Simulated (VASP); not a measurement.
Consider the following.

```
Sb
1.0
    3.89204    -2.11944     0.00000
    3.89204     2.11944     0.00000
    2.73789     0.00000     3.48483
Sb
2
Cartesian
  2.45688   0.00000   0.81371
  8.06510   0.00000   2.67112
```

Computed with PBE GGA, VASP's PBE PAW potentials (set 64) (plane waves; VASP). Settings: 300 eV cut-off, 8×8×8 Γ-centred mesh, Fermi-Dirac smearing of 0.10 eV, potentials Sb.

Unless said otherwise, spin-orbit coupling is left out, though it shifts the bands of the heavy elements here.

Q: Predict the energy per atom (σ→0), pressure, largest force, band gap (on the k-mesh) with the smallest direct gap where there is one.

A: 
```yaml
band gap (on the k-mesh): none (metal, semimetal or under 0.01 eV)
energy per atom (σ→0): -4.088 eV/atom
pressure: 62.4 kbar
largest_force: 0.515 eV/Å
```

The structure is a typed Sb crystal (R-3m). The cell was not relaxed at this level.
